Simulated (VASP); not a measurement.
The input files of a VASP run:

### INCAR
```
! general
SYSTEM = NaCl
PREC   = Accurate
ENCUT  = 520
LREAL  = .FALSE.
LASPH  = .TRUE.

! electronic loop
EDIFF  = 1E-7
NELM   = 100
ALGO   = Normal

! smearing
ISMEAR = 0
SIGMA  = 0.05

! functional
GGA    = PE
IVDW   = 13

! ions
ISIF   = 2

! output
LWAVE  = .FALSE.
LCHARG = .FALSE.
```

KPOINTS:
```
Automatic
0
Gamma
  8 8 8
0 0 0
```

**POSCAR**
```
NaCl
5.5799180
  0.0000000000   0.5000000370   0.5000000370
  0.5000000370   0.0000000000   0.5000000370
  0.5000000370   0.5000000370   0.0000000000
Na Cl
1 1
Direct
  0.0000000000   0.0000000000   0.0000000000
  0.5000000000   0.5000000000   0.5000000000
```

POTCAR, in this order: Na_pv Cl (PBE.64 set). Program: vasp_std.

Q: Write an equivalent input for Ansatz.

A: One equivalent input (not run):
Ansatz 0.2 input:
```yaml
crystal:
  lattice:
    - [0.0000000, 2.7899592, 2.7899592]
    - [2.7899592, 0.0000000, 2.7899592]
    - [2.7899592, 2.7899592, 0.0000000]
  atoms:
    - { symbol: Na, position: [0.0000000, 0.0000000, 0.0000000] }
    - { symbol: Cl, position: [0.5000000, 0.5000000, 0.5000000] }
kpoints:
  mp_grid: { grid: [8, 8, 8] }
hamiltonian:
  xc: pbe
  dispersion: d4
  pseudopotentials: { kind: paw }
scf:
  occupations: { method: gaussian, width: 0.05 }
  max_iter: 100
output: { forces: true, stress: true, eigenvalues: true }
```
The two are equivalent in intent, not identical: each code has its own PAW files, so the cut-off isn't converted (ENCUT is set for VASP's; basis.ecutwfc is left out, and Ansatz then takes the one that its files recommend); Ansatz stops its SCF on the density residual and VASP on the energy change (EDIFF).

The compound is NaCl in the rock salt structure. This cell is one point of a volume scan, at 0.97 of the reference volume.
